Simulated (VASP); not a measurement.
Input:

```xyz
4
Lattice="3.4538 0.0000 0.0000 -1.7269 2.9911 0.0000 0.0000 0.0000 6.2747" Properties=species:S:1:pos:R:3 pbc="T T T"
Y      0.0000     0.0000     0.0000
Y      0.0000     0.0000     3.1373
C      0.0000     1.9941     1.5687
C      1.7269     0.9970     4.7060
```

The numbers are results of PBEsol GGA, VASP's PBE PAW potentials (set 64) (plane waves; VASP), not measurements. Numerical set-up: 520 eV cut-off, 11×11×6 Γ-centred mesh, tetrahedra with Blöchl corrections, potentials Y_sv C.

Problem. What does the run give for the energy per atom (σ→0), band gap (on the k-mesh) with the smallest direct gap where there is one?

Solution. 
```yaml
band gap (on the k-mesh): none (metal, semimetal or under 0.01 eV)
energy per atom (σ→0): -7935 meV/atom
```

Total energies compare only between runs with the same potentials, cut-off and functional.

The structure was generated: YC was put into the NiAs type type (P6_3/mmc), which need not be its known phase. It was relaxed first, which changed the volume by -29 %.
